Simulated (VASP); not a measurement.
```
CELL_PARAMETERS angstrom
      0.00000     3.35148     3.35148
      3.35148     0.00000     3.35148
      3.35148     3.35148     0.00000
ATOMIC_POSITIONS crystal
  Sn 0.00000 0.00000 0.00000
  Mg 0.25000 0.25000 0.25000
  Mg 0.75000 0.75000 0.75000
```

Level of theory: PBE GGA with D3 dispersion (Becke-Johnson damping), VASP's PBE PAW potentials (set 64) (plane waves; VASP 6.6.1). Numerical set-up: 400 eV cut-off, 7×7×7 Γ-centred mesh, first-order Methfessel-Paxton smearing of 0.10 eV, potentials Sn_d Mg.

Unless said otherwise, spin-orbit coupling is left out, though it shifts the bands of the heavy elements here.

Problem. Predict the energy per atom (σ→0), band gap (on the k-mesh) with the smallest direct gap where there is one.

Solution. 
band gap (on the k-mesh): none (metal, semimetal or under 0.01 eV)
energy per atom (σ→0): -2.770 eV/atom

Total energies compare only between runs with the same potentials, cut-off and functional.

The structure comes from a measured Mg2Sn entry (Fm-3m) of the Crystallography Open Database, whose conditions weren't checked. It was relaxed first. The start is the result of an earlier pass.
